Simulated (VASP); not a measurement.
A VASP calculation is set up with these files.

KPOINTS:
```
kpoints
0
gamma
 10 10 10
```

### INCAR
```
ALGO = Normal
EDIFF = 1E-6
EDIFFG = -0.01
ENCUT = 300
GGA = PS
IBRION = 2
ISIF = 3
ISMEAR = 0
LASPH = .TRUE.
LCHARG = .FALSE.
LMAXMIX = 6
LREAL = .FALSE.
LWAVE = .FALSE.
NELM = 100
NSW = 50
PREC = Accurate
SIGMA = 0.136
SYSTEM = HfRh
```

POSCAR:
```
HfRh
1
    3.2786160000     0.0000000000     0.0000000000
    0.0000000000     3.2786160000     0.0000000000
    0.0000000000     0.0000000000     3.2786160000
Hf Rh
1 1
Direct
  0.0000000000   0.0000000000   0.0000000000
  0.5000000000   0.5000000000   0.5000000000
```

POTCAR, in this order: Hf_pv Rh_pv (PBE.64 set). Program: vasp_std.

Problem. Write an equivalent input for Quantum ESPRESSO's pw.x.

Solution. One equivalent input (not run):
```
&CONTROL
  calculation = 'vc-relax'
  pseudo_dir = './pseudo'
  outdir = './out'
  tprnfor = .true.
  tstress = .true.
  nstep = 50
  forc_conv_thr = 0.00039
/
&SYSTEM
  ibrav = 0
  nat = 2
  ntyp = 2
  ecutwfc = 88
  occupations = 'smearing'
  smearing = 'gaussian'
  degauss = 0.009996
  input_dft = 'pbesol'
/
&ELECTRONS
  conv_thr = 7.3e-08
  electron_maxstep = 100
/
&IONS
/
&CELL
/
ATOMIC_SPECIES
  Hf 178.490 Hf.upf
  Rh 102.906 Rh.upf
CELL_PARAMETERS angstrom
     3.2786160    0.0000000    0.0000000
     0.0000000    3.2786160    0.0000000
     0.0000000    0.0000000    3.2786160
ATOMIC_POSITIONS crystal
  Hf   0.0000000  0.0000000  0.0000000
  Rh   0.5000000  0.5000000  0.5000000
K_POINTS automatic
  10 10 10 0 0 0
```
The two are equivalent in intent, not identical: the potentials are each code's own (VASP's PAW set, PseudoDojo norm-conserving files in pw.x), so ENCUT and ecutwfc are chosen apart and not converted; conv_thr bounds pw.x's estimated SCF error, while EDIFF bounds the energy change between steps; forc_conv_thr acts on force components and is met together with etot_conv_thr.

The structure comes from a computed database's HfRh entry; how it stands against other phases isn't given here. This run relaxes it. Symmetry was kept, so distortions that lower it aren't found. The run is one of a series of settings (EDIFFG = -0.01, IBRION = 2, ISIF = 3, NSW = 50 against the base run), some of them coarse on purpose.
